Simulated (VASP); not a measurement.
Input:

```
CELL_PARAMETERS angstrom
      1.39255    -2.41197     0.00000
      1.39255     2.41197     0.00000
      0.00000     0.00000     4.46140
ATOMIC_POSITIONS crystal
  Mg 0.33333 0.66667 0.25000
  Mg 0.66667 0.33333 0.75000
```

Level of theory: LDA (Ceperley-Alder, Perdew-Zunger), VASP's LDA PAW potentials (set 64) (plane waves; VASP 6.6.1). Settings: 500 eV cut-off, 15×15×8 Γ-centred mesh, first-order Methfessel-Paxton smearing of 0.10 eV, potentials Mg.

**Question.** What does the run give for the energy per atom (σ→0), pressure, band gap (on the k-mesh) with the smallest direct gap where there is one?

**Answer.** 
```json
{
 "band gap (on the k-mesh)": "none (metal, semimetal or under 0.01 eV)",
 "energy per atom (σ→0)": "-131.7 kJ/mol of atoms",
 "pressure": "298.8 kbar"
}
```

Total energies compare only between runs with the same potentials, cut-off and functional.

The compound is Mg in the hcp structure. It was relaxed first under an external pressure of 30 GPa.
